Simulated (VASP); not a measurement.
The system is Cd.

```
Cd
1.0
     2.97887    0.00000    0.00000
    -1.48944    2.57978    0.00000
     0.00000    0.00000    5.61765
Cd
2
Cartesian
  0.0000 1.7199 1.4044
  1.4894 0.8599 4.2132
```

- Program: VASP 6.6.1
- Task: relaxation of cell and atoms
- Functional: PBEsol
- Potentials or basis: VASP PAW PBE potentials, release 64 (Cd)
- Cutoff: 600 eV
- k mesh: 15 × 15 × 7
- Occupations: methfessel-paxton, width 0.1 eV
- Spin: no spin polarisation

At the start: pressure -1.4 GPa; volume 21.59 Å³/atom.

Task: Where does the relaxation end?

Result: Over 11 steps the energy falls by 3.4 meV/atom and the volume is 21.19 Å³/atom (-1.8 %); space group P6_3/mmc (No. 194, to 0.05 Å).

Step by step:
```tsv
step	energy change (eV)	largest force (eV/Å)	pressure (GPa)	volume (Å³)
1	0.0000	0.0000	-1.44	43.17
2	-0.0056	0.0000	0.39	41.97
3	-0.0058	0.0000	0.18	42.12
4	-0.0058	0.0000	0.09	42.15
5	-0.0062	0.0000	0.04	42.20
6	-0.0067	0.0000	0.07	42.27
7	-0.0057	0.0000	0.12	42.40
8	-0.0067	0.0000	0.10	42.29
9	-0.0067	0.0000	0.06	42.29
10	-0.0067	0.0000	0.07	42.29
11	-0.0067	0.0000	-0.01	42.38
```

Final structure:
```cif
data_structure
_symmetry_space_group_name_H-M 'P 1'
_symmetry_Int_Tables_number 1
_cell_length_a 2.9413
_cell_length_b 2.9413
_cell_length_c 5.6559
_cell_angle_alpha 90.000
_cell_angle_beta 90.000
_cell_angle_gamma 120.000
_cell_volume 42.38
loop_
_atom_site_label
_atom_site_type_symbol
_atom_site_fract_x
_atom_site_fract_y
_atom_site_fract_z
_atom_site_occupancy
Cd1 Cd 0.33333 0.66667 0.25000 1
Cd2 Cd 0.66667 0.33333 0.75000 1
```

Caveat: the PAW data sets were made with another functional, which shifts forces and pressure a little.
